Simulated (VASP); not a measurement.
# Relaxed cell of Zr (Zirconium): a test of cutoff and mesh, part 2 of 2

How far does the relaxed cell of Zr (Zirconium) depend on cutoff and k mesh? The starting structure is a measured crystal structure from the Crystallography Open Database.

VASP 6.6.1.

Results so far: reference 22.45 Å³ an atom; a cutoff of 230 eV 22.05 Å³ an atom; a 5×5×3 mesh 22.57 Å³ an atom.

## 5. Relaxation with a cutoff of 600 eV

Level of this step: PBEsol; plane waves and PAW (Zr_sv) (VASP).

Against step 2 the input has ENCUT = 600. This run starts from the cell of an earlier relaxation, which isn't shown; the restart sets up the plane waves anew.

The input, INCAR:

```
SYSTEM = Zr
PREC = Accurate
ENCUT = 600
EDIFF = 1E-06
NELM = 100
ISMEAR = 1
SIGMA = 0.1
LREAL = .FALSE.
ALGO = Normal
GGA = PS
NBANDS = 18
LORBIT = 11
LWAVE = .FALSE.
LCHARG = .FALSE.
KPAR = 2
IBRION = 2
NSW = 50
ISIF = 3
EDIFFG = -0.01
```

The input, POSCAR:

```
Zr
1.0
    3.1864529842      0.0000000000      0.0000000000
   -1.5932264921      2.7595492323      0.0000000000
    0.0000000000      0.0000000000      5.1030340840
Zr
2
Direct
    0.6666666667      0.3333333333      0.7500000000
    0.3333333333      0.6666666667      0.2500000000
```

The input, KPOINTS:

```
Automatic mesh
0
Gamma
10 10 6
0 0 0
```

PAW data sets: Zr_sv (PBE family, release 64).

Command:

```bash
> mpirun -np 2 vasp_std
```

What it wrote:

```text
[... set-up lines as in an earlier step ...]
 entering main loop
       N       E                     dE             d eps       ncg     rms          rms(c)
DAV:   1     0.234022272266E+03    0.23402E+03   -0.14395E+04  2016   0.148E+03
DAV:   2    -0.224733506114E+01   -0.23627E+03   -0.23254E+03  2402   0.402E+02
DAV:   3    -0.185024029139E+02   -0.16255E+02   -0.16129E+02  3582   0.797E+01
DAV:   4    -0.189329507740E+02   -0.43055E+00   -0.43007E+00  2368   0.131E+01
[...]
DAV:  10    -0.181661381034E+02    0.25446E-04   -0.46341E-05  2928   0.416E-02    0.236E-02
DAV:  11    -0.181661403053E+02   -0.22018E-05   -0.93992E-06  2198   0.364E-02    0.206E-03
DAV:  12    -0.181661402920E+02    0.13222E-07   -0.29990E-07  1238   0.425E-03
   1 F= -.18166140E+02 E0= -.18166633E+02  d E =-.181661E+02
[...]
reached required accuracy - stopping structural energy minimisation
```

It took 9.8 s on 2 MPI ranks of Intel Xeon 6975P-C (Granite Rapids), shared host; peak memory 0.37 GiB; 19 s of CPU time.

OUTCAR, selected parts (step 5):

```text
  Total        0.0048745      0.0048745      0.0119715      0.0000000      0.0000000      0.0000000
  in kB        0.1740470      0.1740470      0.4274485      0.0000000      0.0000000      0.0000000
  external PRESSURE =       0.2585142 kB  Pullay stress =       0.0000000 kB

 POSITION                                       TOTAL-FORCE (eV/Angst)
 -----------------------------------------------------------------------------------
      1.59323      0.91985      3.82728         0.000000     -0.000000      0.000000
     -0.00000      1.83970      1.27576        -0.000000      0.000000      0.000000
 -----------------------------------------------------------------------------------
    total drift:                               -0.000000      0.000000     -0.000000

  FREE ENERGIE OF THE ION-ELECTRON SYSTEM (eV)
  ---------------------------------------------------
  free  energy   TOTEN  =       -18.1661402920 eV

  energy  without entropy=      -18.1676195780  energy(sigma->0) =      -18.16663339

[... 2 parts as in an earlier step ...]

[... 2 further parts left out ...]
[key lines of the parts left out:]
E-fermi :   9.2846
```

With a cutoff of 600 eV the cell ends at 22.436 Å³ an atom, -0.08 % from the reference; the bulk modulus is 99.7 GPa against 99.5 GPa.

## 6. Relaxation with a 14×14×8 mesh

Against step 2 the input has a 14×14×8 mesh. This run starts from the cell of an earlier relaxation, which isn't shown; the restart sets up the plane waves anew.

Changes to INCAR since step 5:

```diff
@@ -2,3 +2,3 @@
 PREC = Accurate
-ENCUT = 600
+ENCUT = 450
 EDIFF = 1E-06
```

The input, POSCAR:

```
Zr
1.0
    3.1851089171      0.0000000000      0.0000000000
   -1.5925544585      2.7583852360      0.0000000000
    0.0000000000      0.0000000000      5.1174392176
Zr
2
Direct
    0.6666666667      0.3333333333      0.7500000000
    0.3333333333      0.6666666667      0.2500000000
```

The input, KPOINTS:

```
Automatic mesh
0
Gamma
14 14 8
0 0 0
```

Command:

```bash
> mpirun -np 2 vasp_std
```

What it wrote:

```text
[... set-up lines as in an earlier step ...]
 entering main loop
       N       E                     dE             d eps       ncg     rms          rms(c)
DAV:   1     0.195807260748E+03    0.19581E+03   -0.12498E+04  4336   0.120E+03
DAV:   2    -0.392913293301E+01   -0.19974E+03   -0.19667E+03  5144   0.362E+02
DAV:   3    -0.186316154963E+02   -0.14702E+02   -0.14572E+02  7854   0.694E+01
DAV:   4    -0.189403867799E+02   -0.30877E+00   -0.30851E+00  5052   0.108E+01
[...]
DAV:  10    -0.181604099142E+02    0.25109E-04   -0.48501E-05  6062   0.408E-02    0.246E-02
DAV:  11    -0.181604110220E+02   -0.11078E-05   -0.94292E-06  4726   0.356E-02    0.199E-03
DAV:  12    -0.181604110173E+02    0.46716E-08   -0.34374E-07  2676   0.439E-03
   1 F= -.18160411E+02 E0= -.18160197E+02  d E =-.181604E+02
[...]
reached required accuracy - stopping structural energy minimisation
```

Run time: 10 s. Hardware: 2 MPI ranks; peak memory 0.37 GiB.

Parts of OUTCAR (step 6):

```text
  Total        0.0081032      0.0081032      0.0156170      0.0000000      0.0000000      0.0000000
  in kB        0.2887578      0.2887578      0.5565150      0.0000000      0.0000000      0.0000000
  external PRESSURE =       0.3780102 kB  Pullay stress =       0.0000000 kB

 POSITION                                       TOTAL-FORCE (eV/Angst)
 -----------------------------------------------------------------------------------
      1.59255      0.91946      3.83808        -0.000000      0.000000      0.000000
     -0.00000      1.83892      1.27936         0.000000      0.000000      0.000000
 -----------------------------------------------------------------------------------
    total drift:                               -0.000000      0.000000     -0.000000

  FREE ENERGIE OF THE ION-ELECTRON SYSTEM (eV)
  ---------------------------------------------------
  free  energy   TOTEN  =       -18.1604110173 eV

  energy  without entropy=      -18.1597693579  energy(sigma->0) =      -18.16019713

[... 1 part as in an earlier step ...]

[... 3 further parts left out ...]
[key lines of the parts left out:]
E-fermi :   9.2925
```

With a 14×14×8 mesh the cell ends at 22.480 Å³ an atom, +0.12 % from the reference; the bulk modulus is 97.0 GPa against 99.5 GPa.

## 7. Comparison

```tsv
run	volume (Å³/atom)	change (%)	bulk modulus (GPa)	pressure left (GPa)	core minutes
reference	22.453	-	99.5	-0.01	1.04
a cutoff of 230 eV	22.049	-1.8	102.8	0.02	0.58
a 5×5×3 mesh	22.565	0.5	102.6	0.0	0.333
a cutoff of 600 eV	22.436	-0.08	99.7	0.03	1.56
a 14×14×8 mesh	22.48	0.12	97.0	0.04	1.61
```

Core minutes are wall time times ranks, summed over the relaxations behind a row (those for a bulk modulus apart), on shared hosts.

## 8. Outcome

```yaml
volume_of_the_reference: 22.45 Å³/atom
volume_against_the_reference_a_cutoff_of_230_ev: -1.80 %
volume_against_the_reference_a_5x5x3_mesh: +0.50 %
volume_against_the_reference_a_cutoff_of_600_ev: -0.08 %
volume_against_the_reference_a_14x14x8_mesh: +0.12 %
```

In words: The volume moves most with a cutoff of 230 eV: -1.80 % against the reference (450 eV, 10×10×6 mesh). On finer settings it changes by -0.08 % with a cutoff of 600 eV and +0.12 % with a 14×14×8 mesh. The axes move most with a 5×5×3 mesh: a by +1.3 % and c by -2.1 %, which partly cancels in the volume. The relaxations stop with up to 0.04 GPa left, which at the bulk modulus found here is 0.04 % of the volume, and more along a soft axis. That understates it: a restart alone still moved the volume by up to 0.8 %. A cell that shrinks at the lower cutoff is the usual mark of Pulay stress, the error that a plane-wave basis makes when it is kept while the volume changes. The bulk modulus is more sensitive: it changes by +3.3 % with a cutoff of 230 eV. Further runs on this material are not shown.

[Lines on the potential files, build, host, timing and source positions are cut from VASP's logs without a mark.]

[Logs are printed without paths, hosts, clocks, repeated set-up lines and the standing remarks that a program may print on its own settings, such as how far it seeks lower states.]

[Hosts, paths, dates, database ids (printed as entryN), source tags and the programs' standing remarks are cut or masked in the printed files.]
